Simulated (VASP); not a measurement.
# LiPbF3 (Pm-3m) in VASP: density of states with PBE

Aim: the density of states of LiPbF3 with PBE.

All numbers are computed with VASP 6.6.1; they aren't measurements. Logs are shortened: lines on timing, memory, paths and dates and some standing lists are left out, and cuts for length are marked.

## 1. The crystal as given

Symmetry: Pm-3m, No. 221, cubic system. Conventional cell: a = 3.931 Å, b = 3.931 Å, c = 3.931 Å, α = 90.00°, β = 90.00°, γ = 90.00°. Li (site symmetry m-3m) is surrounded by 6 F at 1.97 Å. Pb (site symmetry m-3m) has 12 F at 2.78 Å as nearest neighbours. F (site symmetry 4/mmm) has 2 Li at 1.97 Å as nearest neighbours.

The cell was built by a generator and needn't be a form met in nature.

## 2. Density of states, PBE

POSCAR

```
LiPbF3
1.0
    3.9305451309      0.0000000000      0.0000000000
    0.0000000000      3.9305451309      0.0000000000
    0.0000000000      0.0000000000      3.9305451309
Li Pb F
1 1 3
Direct
    0.0000000000      0.0000000000      0.0000000000
    0.5000000000      0.5000000000      0.5000000000
    0.5000000000      0.0000000000      0.0000000000
    0.0000000000      0.5000000000      0.0000000000
    0.0000000000      0.0000000000      0.5000000000
```

INCAR.step1

```
PREC = Accurate
ENCUT = 520
EDIFF = 1E-6
ISMEAR = 0
SIGMA = 0.02
LREAL = F
LASPH = T
NELM = 100
ALGO = Normal
ISIF = 2
LWAVE = F
LCHARG = T
GGA = PE
NBANDS = 27
```

KPOINTS.step1

```
regular mesh
0
Gamma
  6 6 6
```

INCAR.step2

```
PREC = Accurate
ENCUT = 520
EDIFF = 1E-6
ISMEAR = -5
SIGMA = 0.02
LREAL = F
LASPH = T
NELM = 100
ALGO = Normal
ISIF = 2
LWAVE = F
LCHARG = F
GGA = PE
LORBIT = 11
NEDOS = 1001
ICHARG = 11
```

KPOINTS.step2

```
regular mesh
0
Gamma
  9 9 9
```

Potentials or basis: VASP PAW PBE potentials, release 64 (Li_sv, Pb_d, F).

Started as:

```console
$ cat potpaw_PBE.64/Li_sv/POTCAR potpaw_PBE.64/Pb_d/POTCAR potpaw_PBE.64/F/POTCAR > POTCAR
$ cp INCAR.step1 INCAR
$ cp KPOINTS.step1 KPOINTS
$ mpirun -np 1 vasp_std > vasp.out
$ cp INCAR.step2 INCAR
$ cp KPOINTS.step2 KPOINTS
$ mpirun -np 1 vasp_std > vasp.out
```

OUTCAR:

```text
PREC = Accurate
   ENCUT = 520
   EDIFF = 1E-6
   ISMEAR = -5
   LREAL = F
   LASPH = T
   NELM = 100
   ISIF = 2
   GGA = PE
   LORBIT = 11
   ICHARG = 11

 ion  position               nearest neighbor table
   1  0.000  0.000  0.000-   3 1.97   4 1.97   5 1.97   5 1.97   4 1.97   3 1.97
   2  0.500  0.500  0.500-   3 2.78   4 2.78   5 2.78   3 2.78   4 2.78   3 2.78   5 2.78   3 2.78
                             4 2.78   5 2.78   4 2.78   5 2.78
   3  0.500  0.000  0.000-   1 1.97   1 1.97   2 2.78   2 2.78   2 2.78   2 2.78
   4  0.000  0.500  0.000-   1 1.97   1 1.97   2 2.78   2 2.78   2 2.78   2 2.78
   5  0.000  0.000  0.500-   1 1.97   1 1.97   2 2.78   2 2.78   2 2.78   2 2.78

  LATTYP: Found a simple cubic cell.
 ALAT       =     3.9305451309

  Lattice vectors:

 A1 = (   3.9305451309,   0.0000000000,   0.0000000000)
 A2 = (   0.0000000000,   3.9305451309,   0.0000000000)
 A3 = (   0.0000000000,   0.0000000000,   3.9305451309)

Analysis of symmetry for initial positions (statically):
=====================================================================
 Subroutine PRICEL returns:
 Original cell was already a primitive cell.

 Routine SETGRP: Setting up the symmetry group for a
 simple cubic supercell.

 Subroutine GETGRP returns: Found 48 space group operations
 (whereof 48 operations were pure point group operations)
 out of a pool of 48 trial point group operations.

The static configuration has the point symmetry O_h .

Analysis of symmetry for dynamics (positions and initial velocities):
=====================================================================
 Subroutine PRICEL returns:
 Original cell was already a primitive cell.

 Routine SETGRP: Setting up the symmetry group for a
 simple cubic supercell.

 Subroutine GETGRP returns: Found 48 space group operations
 (whereof 48 operations were pure point group operations)
 out of a pool of 48 trial point group operations.

The dynamic configuration has the point symmetry O_h .

 Subroutine INISYM returns: Found 48 space group operations
 (whereof 48 operations are pure point group operations),
 and found     1 'primitive' translations

----------------------------------------------------------------------------------------

                                     Primitive cell

  volume of cell :      60.7237

  direct lattice vectors                    reciprocal lattice vectors
     3.930545131  0.000000000  0.000000000     0.254417636  0.000000000  0.000000000
     0.000000000  3.930545131  0.000000000     0.000000000  0.254417636  0.000000000
     0.000000000  0.000000000  3.930545131     0.000000000  0.000000000  0.254417636

  length of vectors
     3.930545131  3.930545131  3.930545131     0.254417636  0.254417636  0.254417636

  position of ions in fractional coordinates (direct lattice)
     0.000000000  0.000000000  0.000000000
     0.500000000  0.500000000  0.500000000
     0.500000000  0.000000000  0.000000000
     0.000000000  0.500000000  0.000000000
     0.000000000  0.000000000  0.500000000

  ion indices of the primitive-cell ions
   primitive index   ion index
                 1           1
                 2           2
                 3           3
                 4           4
                 5           5

----------------------------------------------------------------------------------------

 KPOINTS: regular mesh

Automatic generation of k-mesh.
 Grid dimensions read from file:
 generate k-points for:    9    9    9

 Generating k-lattice:

  Cartesian coordinates                     Fractional coordinates (reciprocal lattice)
     0.028268626  0.000000000  0.000000000     0.111111111  0.000000000  0.000000000
     0.000000000  0.028268626  0.000000000     0.000000000  0.111111111  0.000000000
     0.000000000  0.000000000  0.028268626     0.000000000  0.000000000  0.111111111

  Length of vectors
     0.028268626  0.028268626  0.028268626

  Shift w.r.t. Gamma in fractional coordinates (k-lattice)
     0.000000000  0.000000000  0.000000000

 TETIRR: Found    353 inequivalent tetrahedra from     4374

 Subroutine IBZKPT returns following result:
 ===========================================

 Found     35 irreducible k-points:

 Following reciprocal coordinates:
            Coordinates               Weight
  0.000000  0.000000  0.000000      1.000000
  0.111111  0.000000  0.000000      6.000000
  0.222222  0.000000  0.000000      6.000000
  0.333333  0.000000  0.000000      6.000000
  0.444444  0.000000  0.000000      6.000000
  0.111111  0.111111  0.000000     12.000000
[... 16 lines left out ...]
  0.333333  0.333333  0.111111     24.000000
  0.444444  0.333333  0.111111     48.000000
 [... further k-points ...]
   k-points           NKPTS =     35   k-points in BZ     NKDIM =     35   number of bands    NBANDS=     23
   number of dos      NEDOS =   1001   number of ions     NIONS =      5
   total plane-waves  NPLWV =  27000
   dimension x,y,z NGX =    30 NGY =   30 NGZ =   30
   dimension x,y,z NGXF=    60 NGYF=   60 NGZF=   60
   ions per type =               1   1   3
   NGX,Y,Z   is equivalent  to a cutoff of  12.69, 12.69, 12.69 a.u.
   NGXF,Y,Z  is equivalent  to a cutoff of  25.38, 25.38, 25.38 a.u.
 SYSTEM =  unknown system
   PREC   = accura    normal or accurate (medium, high low for compatibility)
   ISTART =      0    job   : 0-new  1-cont  2-samecut
   ICHARG =     11    charge: 1-file 2-atom 10-const
   ISPIN  =      1    spin polarized calculation?
   LNONCOLLINEAR =      F non collinear calculations
   LSORBIT =      F    spin-orbit coupling
   LASPH  =      T    aspherical Exc in radial PAW
   ENCUT  =  520.0 eV  38.22 Ry    6.18 a.u.   7.31  7.31  7.31*2*pi/ulx,y,z
   NELM   =    100;   NELMIN=  2; NELMDL=  0     # of ELM steps
   EDIFF  = 0.1E-05   stopping-criterion for ELM
   LREAL  =      F    real-space projection
   EDIFFG = 0.1E-04   stopping-criterion for IOM
   NSW    =      0    number of steps for IOM
   IBRION =     -1    ionic relax: 0-MD 1-quasi-New 2-CG
   NFREE  =      0    steps in history (QN), initial steepest desc. (CG)
   ISIF   =      2    stress and relaxation
   ISYM   =      2    0-nonsym 1-usesym 2-fastsym
   POTIM  = 0.5000    time-step for ionic-motion
   TEBEG  =    0.0;   TEEND  =   0.0 temperature during run
   PSTRESS=    0.0 pullay stress
   NELECT =      38.0000    total number of electrons
   NUPDOWN=      -1.0000    fix difference up-down
   EMIN   =  10.00;   EMAX   =-10.00  energy-range for DOS
   EFERMI =   0.00;   METHOD = LEGACY
   ISMEAR =    -5;   SIGMA  =   0.02  broadening in eV -4-tet -1-fermi 0-gaus
   EFERMI_NEDOS =   21; number of points for ismear=-14 and -15
   IALGO  =     38    algorithm
   IMIX   =      4    mixing-type and parameters
     AMIX     =   0.40;   BMIX     =  1.00
     AMIX_MAG =   1.60;   BMIX_MAG =  1.00
  volume/ion in A,a.u.               =      12.14        81.96
  Fermi-wavevector in a.u.,A,eV,Ry     =   1.400285  2.646156 26.678295  1.960799
  Thomas-Fermi vector in A             =   2.523261
   LORBIT       =     11    0 simple, 1 ext, 2 COOP (PROOUT), +10 PAW based schemes
   GGA     = PE    functional components
   LHFCALC =     F    Hartree Fock is set to
   AEXX    =    0.0000 exact exchange contribution
   IVDW    =     0    specifies the selected vdW correction
   LEPSILON=     F    determine dielectric tensor
   LRPA    =     F    only Hartree local field effects (RPA)
 non-spin polarized calculation
 Fermi weights with tetrahedron method with Bloechl corrections
  energy-cutoff  :      520.00
  volume of cell :       60.72
 maximum number of plane-waves:      1654
 NGX is ok and might be reduce to    30

 number of electron      37.9999961 magnetization

 Free energy of the ion-electron system (eV)
  ---------------------------------------------------
  ext. energy  EPLUGINS =         0.00000000
  ---------------------------------------------------
  free energy    TOTEN  =       -23.67484487 eV

  energy without entropy =      -23.67484487  energy(sigma->0) =      -23.67484487

 E-fermi :   2.0342     XC(G=0): -10.4144

 val. band max:        1.9971192489   @ k =   0.4444   0.0000   0.0000
 cond. band min:       6.0613462008   @ k =   0.4444   0.0000   0.0000
 fundamental gap:      4.0642269519
 Fermi energy:         2.0342110056

 k-point     1 :       0.0000    0.0000    0.0000
  band No.  band energies     occupation
      1     -39.0096      2.00000
      2     -18.5478      2.00000
      3     -17.7772      2.00000
      4     -17.7772      2.00000
      5     -12.4987      2.00000
      6     -12.4987      2.00000
[... 15 lines left out ...]
     22      10.3924      0.00000
     23      13.8726      0.00000

 k-point     2 :       0.1111    0.0000    0.0000
  band No.  band energies     occupation
      1     -39.0094      2.00000
      2     -18.5264      2.00000
      3     -17.8005      2.00000
      4     -17.7739      2.00000
      5     -12.5050      2.00000
      6     -12.4913      2.00000
[... 15 lines left out ...]
     22      10.2971      0.00000
     23      14.0171      0.00000

 k-point     3 :       0.2222    0.0000    0.0000
  band No.  band energies     occupation
      1     -39.0089      2.00000
      2     -18.4650      2.00000
      3     -17.8667      2.00000
      4     -17.7654      2.00000
      5     -12.5209      2.00000
      6     -12.4725      2.00000
[... 15 lines left out ...]
     22      10.0624      0.00000
     23      14.4108      0.00000
[... 495 lines left out ...]
 k-point    23 :       0.3333    0.3333    0.1111
  band No.  band energies     occupation
      1     -39.0068      2.00000
      2     -18.2362      2.00000
      3     -17.9787      2.00000
      4     -17.8898      2.00000
      5     -12.5085      2.00000
      6     -12.4696      2.00000
[... 15 lines left out ...]
     22       9.2342      0.00000
     23      16.1603      0.00000

 k-point    24 :       0.4444    0.3333    0.1111
  band No.  band energies     occupation
      1     -39.0064      2.00000
      2     -18.1636      2.00000
      3     -18.0363      2.00000
      4     -17.9081      2.00000
      5     -12.5069      2.00000
      6     -12.4710      2.00000
[... 15 lines left out ...]
     22       9.1577      0.00000
     23      15.9442      0.00000

 [... further k-points ...]

------------------------ aborting loop because EDIFF is reached ----------------------------------------

  FORCE on cell =-STRESS in cart. coord.  units (eV):
  Direction    XX          YY          ZZ          XY          YZ          ZX
  --------------------------------------------------------------------------------------
  -------------------------------------------------------------------------------------
  Total       -0.1137257     -0.1137257     -0.1137257      0.0000000      0.0000000      0.0000000
  in kB       -3.0006186     -3.0006186     -3.0006186      0.0000000      0.0000000      0.0000000
  external PRESSURE =      -3.0006186 kB  Pullay stress =       0.0000000 kB

 VOLUME and BASIS-vectors are now :
 -----------------------------------------------------------------------------
  energy-cutoff  :      520.00
  volume of cell :       60.72
      direct lattice vectors                 reciprocal lattice vectors
     3.930545131  0.000000000  0.000000000     0.254417636  0.000000000  0.000000000
     0.000000000  3.930545131  0.000000000     0.000000000  0.254417636  0.000000000
     0.000000000  0.000000000  3.930545131     0.000000000  0.000000000  0.254417636

 POSITION                                       TOTAL-FORCE (eV/Angst)
 -----------------------------------------------------------------------------------
      0.00000      0.00000      0.00000         0.000000      0.000000      0.000000
      1.96527      1.96527      1.96527         0.000000      0.000000      0.000000
      1.96527      0.00000      0.00000         0.000000      0.000000      0.000000
      0.00000      1.96527      0.00000         0.000000      0.000000      0.000000
      0.00000      0.00000      1.96527         0.000000      0.000000      0.000000
 -----------------------------------------------------------------------------------
    total drift:                                0.000000     -0.000000      0.000000

  FREE ENERGIE OF THE ION-ELECTRON SYSTEM (eV)
  ---------------------------------------------------
  free  energy   TOTEN  =       -23.6748448710 eV

  energy  without entropy=      -23.6748448710  energy(sigma->0) =      -23.67484487

 total charge

# of ion       s       p       d       tot
------------------------------------------
    1        2.021   0.054   0.000   2.075
    2        1.546   0.242   9.853  11.642
    3        1.737   4.350   0.000   6.087
    4        1.737   4.350   0.000   6.087
    5        1.737   4.350   0.000   6.087
--------------------------------------------------
tot          8.779  13.345   9.853  31.978
```

Run time: 33 s. Hardware: 1 thread of AMD EPYC 9R45 (Zen 5), shared host; peak memory 0.15 GiB.

Results:

| Quantity | Value |
| --- | --- |
| Valence electrons inside the program's atomic spheres | Li 2.08; Pb 11.64; F 6.09 |

Levels at points of the mesh, in eV from the valence-band top:
```tsv
k point	band 17	band 18	band 19	band 20	band 21	band 22
(0.00, 0.00, 0.00)	-0.78	-0.78	-0.78	8.40	8.40	8.40
```

States per cell in windows of 1 eV (zero at the valence-band top; states under -8 eV left out):
```
from (eV)  total  F3_p  F4_p  F5_p  Pb2_p  Pb2_s  Pb2_d
     -8.0   0.00  0.00  0.00  0.00   0.00   0.00   0.00
     -7.0   0.00  0.00  0.00  0.00   0.00   0.00   0.00
     -6.0   2.09  0.10  0.10  0.10   0.00   1.11   0.00
     -5.0   0.03  0.00  0.00  0.00   0.00   0.02   0.00
     -4.0   0.45  0.09  0.09  0.09   0.02   0.00   0.00
     -3.0   5.57  1.18  1.18  1.18   0.14   0.05   0.02
     -2.0   5.22  1.28  1.28  1.28   0.04   0.07   0.03
     -1.0   7.17  1.82  1.82  1.82   0.03   0.37   0.01
      0.0   0.01  0.00  0.00  0.00   0.00   0.00   0.00
      1.0   0.00  0.00  0.00  0.00   0.00   0.00   0.00
      2.0   0.00  0.00  0.00  0.00   0.00   0.00   0.00
      3.0   0.00  0.00  0.00  0.00   0.00   0.00   0.00
      4.0   0.36  0.01  0.01  0.01   0.14   0.00   0.00
      5.0   1.46  0.07  0.07  0.07   0.60   0.01   0.00
      6.0   1.72  0.10  0.10  0.10   0.75   0.01   0.01
      7.0   2.40  0.11  0.11  0.11   1.24   0.00   0.01
```

Caveat: the cutoff is under 1.25 times the usual one of these potentials, so pressure, stress and relaxed cells hold a basis-set (Pulay) error.
